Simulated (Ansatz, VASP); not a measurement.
# NdSb: VASP beside Ansatz

One calculation is typed for both programs; each brings its own data sets and cutoff. How far apart do they land? The cell is taken from a series of VASP runs on this material, whose earlier steps may have relaxed, scaled or displaced it; both programs get it as it stands.

Main program and level: Ansatz 0.2.0; plane waves, with VASP 6.6.1 beside it; relaxation of cell and atoms at r2SCAN, DFT+U.

In doubt: a part-filled 4f shell, where there is one, can sit in one of many states, so energies may not be the lowest and differences between runs may mislead; derivatives with an open 4f shell can jump between states, which bears on forces and vibrations.

## Step 1: Set-up

The structure is cubic, space group Fm-3m (No. 225). The conventional cell has a = 6.403 Å, b = 6.403 Å, c = 6.403 Å, α = 90.00°, β = 90.00°, γ = 90.00°. Nearest to Nd lie 6 Sb at 3.20 Å. Nearest to Sb lie 6 Nd at 3.20 Å. Farther neighbours are not listed.

As a file:

```cif
data_structure
_symmetry_space_group_name_H-M 'P 1'
_symmetry_Int_Tables_number 1
_cell_length_a 4.5274
_cell_length_b 4.5274
_cell_length_c 9.0557
_cell_angle_alpha 60.003
_cell_angle_beta 60.003
_cell_angle_gamma 60.000
_cell_volume 131.26
loop_
_atom_site_label
_atom_site_type_symbol
_atom_site_fract_x
_atom_site_fract_y
_atom_site_fract_z
_atom_site_occupancy
Nd1 Nd 0.00000 0.00000 0.00000 1
Nd2 Nd 0.00000 0.00000 0.50000 1
Sb3 Sb 0.50000 0.50000 0.25000 1
Sb4 Sb 0.50000 0.50000 0.75000 1
```

## Step 2: VASP: relaxation of cell and atoms, r2SCAN, DFT+U

The relaxed volume is the usual yardstick between codes: its relative difference is about their pressure difference at one cell divided by the bulk modulus.

Lines of VASP's logs that name or quote its potential files are left out, and so is its time.

File INCAR:

```
SYSTEM = NdSb
PREC = Accurate
ENCUT = 440
EDIFF = 1E-06
NELM = 150
ISMEAR = 0
SIGMA = 0.05
LREAL = .FALSE.
ALGO = Normal
METAGGA = R2SCAN
LASPH = .TRUE.
NBANDS = 27
ISPIN = 2
MAGMOM = 2.75 -2.75 0 0
LDAU = .TRUE.
LDAUTYPE = 2
LDAUL = 3 -1
LDAUU = 7 0
LDAUJ = 0 0
LDAUPRINT = 1
LMAXMIX = 6
AMIX = 0.2
BMIX = 1E-04
AMIX_MAG = 0.8
BMIX_MAG = 1E-04
LORBIT = 11
LWAVE = .FALSE.
LCHARG = .FALSE.
KPAR = 4
IBRION = 2
NSW = 60
ISIF = 3
EDIFFG = -0.01
```

File POSCAR:

```
NdSb
1.0
    0.0000000000      3.2013315748      3.2013315748
    3.2013315748      0.0000000000      3.2013315748
    6.4033177551      6.4033177551     -0.0006546056
Nd Sb
2 2
Direct
    0.0000000000      0.0000000000      0.0000000000
    0.0000000000      0.0000000000      0.5000000000
    0.5000000000      0.5000000000      0.2500000000
    0.5000000000      0.5000000000      0.7500000000
```

File KPOINTS:

```
Automatic mesh
0
Gamma
6 6 6
0 0 0
```

Potentials, in the order of the species: Nd and Sb (PBE family, release 64).

The run is started by

```bash
$ mpirun -np 4 vasp_std
```

Numbers of over 12 decimals in the logs are rounded to 6 here.

What it wrote:

```text
[banner, memory and clock lines left out]
running    4 mpi-ranks, on    1 nodes
 distrk:  each k-point on    1 cores,    4 groups
 distr:  one band on    1 cores,    1 groups

 POSCAR found type information on POSCAR NdSb
 POSCAR found :  2 types and       4 ions
|                                                                             |
|               ----> ADVICE to this user running VASP <----                  |
|                                                                             |
|     You enforced a specific xc type in the INCAR file but a different       |
|     [... a line on the potential file left out ...]
|     I HOPE YOU KNOW WHAT YOU ARE DOING!                                     |
|                                                                             |

 LDA part: xc-table for (None), standard interpolation
 POSCAR, INCAR and KPOINTS ok, starting setup
 FFT: planning ... GRIDC
 FFT: planning ... GRID_SOFT
 FFT: planning ... GRID
 WAVECAR not read
 entering main loop
       N       E                     dE             d eps       ncg     rms          rms(c)
DAV:   1     0.354614057838E+03    0.35461E+03   -0.12061E+04  3760   0.240E+03
DAV:   2    -0.332616630945E+02   -0.38788E+03   -0.38234E+03  5304   0.487E+02
DAV:   3    -0.112597447814E+03   -0.79336E+02   -0.78163E+02  6567   0.287E+02
DAV:   4    -0.121775676331E+03   -0.91782E+01   -0.87180E+01  6483   0.976E+01
DAV:   5    -0.123494882601E+03   -0.17192E+01   -0.16674E+01  6457   0.210E+01    0.558E+01
DAV:   6    -0.131506586063E+03   -0.80117E+01   -0.51903E+02  5751   0.152E+02    0.104E+02
DAV:   7    -0.994487144340E+02    0.32058E+02   -0.23328E+02  6845   0.123E+02    0.598E+01
DAV:   8    -0.102394271355E+03   -0.29456E+01   -0.88614E+01  6704   0.642E+01    0.604E+01
DAV:   9    -0.108727876621E+03   -0.63336E+01   -0.18718E+02  6622   0.596E+01    0.495E+01
DAV:  10    -0.688656336402E+02    0.39862E+02   -0.49397E+01  6797   0.131E+02    0.263E+01
DAV:  11    -0.603038504244E+02    0.85618E+01   -0.21479E+01  6760   0.589E+01    0.309E+01
DAV:  12    -0.782196262515E+02   -0.17916E+02   -0.22030E+00  6896   0.187E+01    0.331E+01
DAV:  13    -0.115142182302E+03   -0.36923E+02   -0.36521E+01  5741   0.119E+02    0.218E+01
DAV:  14    -0.116506011478E+03   -0.13638E+01   -0.30238E+00  6621   0.352E+01    0.237E+01
[...]
DAV:  50    -0.121883408452E+03   -0.13925E-04   -0.11023E-04  6712   0.616E-01    0.551E-02
DAV:  51    -0.121883424069E+03   -0.15617E-04   -0.26767E-05  6504   0.913E-02    0.213E-02
DAV:  52    -0.121883432194E+03   -0.81250E-05   -0.15649E-05  5744   0.267E-01    0.723E-03
DAV:  53    -0.121883438053E+03   -0.58594E-05   -0.15954E-05  5288   0.158E-01    0.174E-02
DAV:  54    -0.121883442101E+03   -0.40474E-05   -0.23028E-05  6432   0.265E-01    0.401E-02
DAV:  55    -0.121883446161E+03   -0.40605E-05   -0.14282E-05  4792   0.156E-01    0.312E-02
DAV:  56    -0.121883447728E+03   -0.15663E-05   -0.91228E-07  2888   0.360E-02    0.343E-02
DAV:  57    -0.121883448021E+03   -0.29324E-06   -0.22288E-07  2536   0.339E-02
   1 F= -.12188345E+03 E0= -.12188282E+03  d E =-.121883E+03  mag=     0.0000
 curvature:   0.00 expect dE= 0.000E+00 dE for cont linesearch  0.000E+00
 trial: gam= 0.00000 g(F)=  0.137E-59 g(S)=  0.175E-04 ort = 0.000E+00 (trialstep = 0.100E+01)
 search vector abs. value=  0.175E-04
 reached required accuracy - stopping structural energy minimisation
```

Parts of OUTCAR (step 2):

```text
ion  position               nearest neighbor table
   1  0.000  0.000  0.000-   3 3.20   4 3.20   3 3.20   4 3.20   4 3.20   3 3.20
   2  0.000  0.000  0.500-   3 3.20   4 3.20   3 3.20   4 3.20   3 3.20   4 3.20
   3  0.500  0.500  0.250-   1 3.20   2 3.20   1 3.20   2 3.20   1 3.20   2 3.20
   4  0.500  0.500  0.750-   1 3.20   2 3.20   1 3.20   2 3.20   2 3.20   1 3.20

  LATTYP: Found a trigonal (rhomboedric) cell.
 ALAT       =     7.8426978312
 COS(alpha) =     0.8333787642

 Subroutine GETGRP returns: Found 12 space group operations
 (whereof 12 operations were pure point group operations)

The static configuration has the point symmetry D_3d.

 Found     32 irreducible k-points:

   k-points           NKPTS =     32   k-points in BZ     NKDIM =     32   number of bands    NBANDS=     27

   dimension x,y,z NGX =    32 NGY =   32 NGZ =   64
   dimension x,y,z NGXF=    64 NGYF=   64 NGZF=  128

   ENCUT  =  440.0 eV  32.34 Ry    5.69 a.u.   7.74  7.74 15.49*2*pi/ulx,y,z

   NELECT =      38.0000    total number of electrons

 k-points in reciprocal lattice and weights: Automatic mesh
   0.00000000  0.00000000  0.00000000       0.005
   0.16666667  0.00000000  0.00000000       0.028
   0.33333333  0.00000000  0.00000000       0.028
   0.50000000  0.00000000  0.00000000       0.014
   0.16666667  0.16666667 -0.00000000       0.028
   0.33333333  0.16666667 -0.00000000       0.056
   0.50000000  0.16666667 -0.00000000       0.056
  -0.33333333  0.16666667 -0.00000000       0.056
  -0.16666667  0.16666667  0.00000000       0.028
[...]
0.00000000  0.00000000  0.50000000       0.005
   0.50000000  0.00000000  0.50000000       0.014

atom =   1  type =  1  l = 3

 onsite density matrix

spin component  1

  0.4578  0.0000 -0.1383  0.0359  0.0704 -0.1167  0.4449
  0.0000  0.0004  0.0000  0.0000  0.0000  0.0000 -0.0000
 -0.1383  0.0000  0.5292 -0.3280  0.0999 -0.3087 -0.0704
  0.0359  0.0000 -0.3280  0.3507 -0.3280  0.0000 -0.0359
  0.0704  0.0000  0.0999 -0.3280  0.5292  0.3087  0.1383
 -0.1167  0.0000 -0.3087  0.0000  0.3087  0.6364 -0.1167
  0.4449 -0.0000 -0.0704 -0.0359  0.1383 -0.1167  0.4578

spin component  2

  0.0033  0.0001  0.0014 -0.0000 -0.0000  0.0002 -0.0004
  0.0001  0.0002  0.0000  0.0001  0.0000 -0.0000 -0.0001
  0.0014  0.0000  0.0026  0.0004 -0.0002  0.0003  0.0000
 -0.0000  0.0001  0.0004  0.0044  0.0004 -0.0000  0.0000
 -0.0000  0.0000 -0.0002  0.0004  0.0026 -0.0003 -0.0014
  0.0002 -0.0000  0.0003 -0.0000 -0.0003  0.0015  0.0002
 -0.0004 -0.0001  0.0000  0.0000 -0.0014  0.0002  0.0033

 occupancies and eigenvectors

  o =  0.0002  v =  0.0000  0.0000  0.0000  0.0000  0.0000  0.0000  0.0000  0.0137 -0.9996  0.0106  0.0173  0.0106  0.0000 -0.0137      0.0000  0.0000  0.0000  0.0000  0.0000  0.0000  0.0000  0.0000  0.0000  0.0000  0.0000  0.0000  0.0000  0.0000
  o =  0.0004  v = -0.0039  1.0000 -0.0030 -0.0049 -0.0030  0.0000  0.0039  0.0000  0.0000  0.0000  0.0000  0.0000  0.0000  0.0000      0.0000  0.0000  0.0000  0.0000  0.0000  0.0000  0.0000  0.0000  0.0000  0.0000  0.0000  0.0000  0.0000  0.0000
  o =  0.0013  v =  0.0000  0.0000  0.0000  0.0000  0.0000  0.0000  0.0000 -0.3536 -0.0000  0.4564  0.0000 -0.4564 -0.5774 -0.3536      0.0000  0.0000  0.0000  0.0000  0.0000  0.0000  0.0000  0.0000  0.0000  0.0000  0.0000  0.0000  0.0000  0.0000
  o =  0.0014  v =  0.0000  0.0000  0.0000  0.0000  0.0000  0.0000  0.0000  0.3432 -0.0000 -0.5780  0.1481 -0.6097  0.0534 -0.3894      0.0000  0.0000  0.0000  0.0000  0.0000  0.0000  0.0000  0.0000  0.0000  0.0000  0.0000  0.0000  0.0000  0.0000
  o =  0.0014  v =  0.0000  0.0000  0.0000  0.0000  0.0000  0.0000  0.0000  0.3711  0.0000 -0.2777  0.0099  0.1986 -0.8011  0.3222      0.0000  0.0000  0.0000  0.0000  0.0000  0.0000  0.0000  0.0000  0.0000  0.0000  0.0000  0.0000  0.0000  0.0000
[...]
o =  0.0048  v = -0.4562 -0.0299 -0.3534 -0.5771 -0.3534 -0.0000  0.4562  0.0000  0.0000  0.0000  0.0000  0.0000  0.0000  0.0000      0.0000  0.0000  0.0000  0.0000  0.0000  0.0000  0.0000  0.0000  0.0000  0.0000  0.0000  0.0000  0.0000  0.0000
  o =  0.0054  v =  0.0000  0.0000  0.0000  0.0000  0.0000  0.0000  0.0000 -0.5397  0.0000  0.2271  0.5594  0.2444 -0.0097  0.5332      0.0000  0.0000  0.0000  0.0000  0.0000  0.0000  0.0000  0.0000  0.0000  0.0000  0.0000  0.0000  0.0000  0.0000
  o =  0.0054  v =  0.0000  0.0000  0.0000  0.0000  0.0000  0.0000  0.0000  0.1923  0.0000  0.5355  0.0091 -0.5279  0.5946  0.2097      0.0000  0.0000  0.0000  0.0000  0.0000  0.0000  0.0000  0.0000  0.0000  0.0000  0.0000  0.0000  0.0000  0.0000
  o =  0.0058  v =  0.0000  0.0000  0.0000  0.0000  0.0000  0.0000  0.0000  0.4564  0.0086  0.3535  0.5773  0.3535  0.0000 -0.4564      0.0000  0.0000  0.0000  0.0000  0.0000  0.0000  0.0000  0.0000  0.0000  0.0000  0.0000  0.0000  0.0000  0.0000
  o =  0.9814  v =  0.0000  0.0000  0.0000  0.0000  0.0000  0.0000  0.0000 -0.3536  0.0000  0.4564 -0.0000 -0.4564 -0.5774 -0.3536      0.0000  0.0000  0.0000  0.0000  0.0000  0.0000  0.0000  0.0000  0.0000  0.0000  0.0000  0.0000  0.0000  0.0000
  o =  0.9817  v =  0.0000  0.0000  0.0000  0.0000  0.0000  0.0000  0.0000 -0.5784  0.0000 -0.0942  0.0000  0.0941  0.5595 -0.5784      0.0000  0.0000  0.0000  0.0000  0.0000  0.0000  0.0000  0.0000  0.0000  0.0000  0.0000  0.0000  0.0000  0.0000
  o =  0.9817  v =  0.0000  0.0000  0.0000  0.0000  0.0000  0.0000  0.0000  0.0617 -0.0000 -0.5651  0.5946 -0.5652 -0.0000 -0.0616      0.0000  0.0000  0.0000  0.0000  0.0000  0.0000  0.0000  0.0000  0.0000  0.0000  0.0000  0.0000  0.0000  0.0000

 average (electrostatic) potential at core
       1 -64.5456       2 -64.5456       3 -91.1063       4 -91.1063

 E-fermi :   5.2977

 spin component 1
 k-point     1 :       0.0000    0.0000    0.0000
  band No.  band energies     occupation
    ...
     12      -1.4466      1.00000
     13      -1.4411      1.00000
     14       1.5028      1.00000
     15       3.3500      1.00000
     16       3.3504      1.00000
     17       5.6218      0.00000
     18       5.7001      0.00000
     19       5.7004      0.00000
     20       6.5482      0.00000
     21       6.5489      0.00000
    ...

 k-point     2 :       0.1667    0.0000    0.0000
  band No.  band energies     occupation
    ...
     15       3.3459      1.00000
     16       3.6204      1.00000
     17       4.1398      1.00000
     18       4.6407      1.00000
     19       4.6672      1.00000
     20       6.8734      0.00000
     21       6.9516      0.00000
     22       6.9747      0.00000
     23       7.2130      0.00000
     24       7.4891      0.00000
    ...

 k-point     3 :       0.3333    0.0000    0.0000
  band No.  band energies     occupation
    ...
     15       2.8235      1.00000
     16       3.6514      1.00000
     17       3.6846      1.00000
     18       3.7439      1.00000
     19       4.3209      1.00000
     20       5.9693      0.00000
     21       7.2726      0.00000
     22       7.5276      0.00000
     23       7.6183      0.00000
     24       7.8285      0.00000
    ...

 k-point     4 :       0.5000    0.0000    0.0000
  band No.  band energies     occupation
    ...
     16       3.3491      1.00000
     17       3.3564      1.00000
     18       4.7041      1.00000
     19       4.8040      1.00000
     20       5.0278      1.00000
     21       7.4814      0.00000
     22       7.5394      0.00000
     23       7.6588      0.00000
     24       8.0385      0.00000
     25       8.3698      0.00000
    ...

 k-point     5 :       0.1667    0.1667   -0.0000
  band No.  band energies     occupation
    ...
     15       3.4628      1.00000
     16       3.5002      1.00000
     17       3.6271      1.00000
     18       4.9871      1.00000
     19       5.0483      1.00000
     20       6.0289      0.00000
     21       7.2983      0.00000
     22       7.4099      0.00000
     23       7.4294      0.00000
     24       7.5457      0.00000
    ...

 k-point     6 :       0.3333    0.1667   -0.0000
  band No.  band energies     occupation
    ...
     15       2.6243      1.00000
     16       3.6934      1.00000
     17       3.7921      1.00000
     18       3.9965      1.00000
     19       4.2823      1.00000
     20       6.4014      0.00000
     21       6.8172      0.00000
     22       7.4910      0.00000
     23       7.5146      0.00000
     24       7.6579      0.00000
    ...

  Total        0.0157691      0.0157691      0.0157691     -0.0108648      0.0108648      0.0108648
  in kB        0.1924856      0.1924856      0.1924856     -0.1326218      0.1326218      0.1326218
  external PRESSURE =       0.1924856 kB  Pullay stress =       0.0000000 kB

  energy-cutoff  :      440.00
  volume of cell :      131.26
      direct lattice vectors                 reciprocal lattice vectors
     0.000000000  3.201331575  3.201331575    -0.156177026  0.156192992  0.156177026
     3.201331575  0.000000000  3.201331575     0.156192992 -0.156177026  0.156177026
     6.403317755  6.403317755 -0.000654606     0.078080530  0.078080530 -0.078080530

 POSITION                                       TOTAL-FORCE (eV/Angst)
 -----------------------------------------------------------------------------------
      0.00000      0.00000      0.00000         0.000000      0.000000     -0.000000
      3.20166      3.20166     -0.00033        -0.000000     -0.000000     -0.000000
      3.20150      3.20150      3.20117        -0.000000      0.000000      0.000000
      6.40315      6.40315      3.20084         0.000000      0.000000      0.000000
 -----------------------------------------------------------------------------------
    total drift:                                0.000000     -0.000000     -0.000000

  FREE ENERGIE OF THE ION-ELECTRON SYSTEM (eV)
  ---------------------------------------------------
  free  energy   TOTEN  =      -121.8834480209 eV

  energy  without entropy=     -121.8821889911  energy(sigma->0) =     -121.88281851

 reached required accuracy - stopping structural energy minimisation

 total charge
# of ion       s       p       d       f       tot
--------------------------------------------------
    1        1.987   5.302   0.548   2.977  10.814
    2        1.987   5.302   0.548   2.977  10.814
    3        1.100   1.464   0.010   0.000   2.574
    4        1.100   1.464   0.010   0.000   2.574
--------------------------------------------------
tot          6.174  13.532   1.118   5.954  26.777

 magnetization (x)
# of ion       s       p       d       f       tot
--------------------------------------------------
    1       -0.021  -0.236   0.067   2.942   2.752
    2        0.021   0.236  -0.067  -2.942  -2.752
    3        0.000   0.000   0.000   0.000   0.000
    4        0.000   0.000   0.000   0.000   0.000
--------------------------------------------------
tot          0.000   0.000   0.000  -0.000  -0.000

[... 2 further parts left out ...]
```

CONTCAR:

```
NdSb
   1.00000000000000
     0.0000000000000000    3.2013315748000002    3.2013315748000002
     3.2013315748000002    0.0000000000000000    3.2013315748000002
     6.4033177550999998    6.4033177550999998   -0.0006546056000000
  Nd              Sb
     2     2
Direct
     0.0000000000000000    0.0000000000000000    0.0000000000000000
     0.0000000000000000    0.0000000000000000    0.5000000000000000
     0.5000000000000000    0.5000000000000000    0.2500000000000000
     0.5000000000000000    0.5000000000000000    0.7500000000000000
```

DFT+U on an f shell has many metastable occupations, and no search among them was made.

(Continued in part 2 of 2.)

[Lines on the potential files, build, host, timing and source positions are cut from VASP's logs without a mark.]

[Logs are printed without paths, hosts, clocks, repeated set-up lines and the standing remarks that a program may print on its own settings, such as how far it seeks lower states.]

[Hosts, paths, dates, database ids (printed as entryN), source tags and the programs' standing remarks are cut or masked in the printed files.]
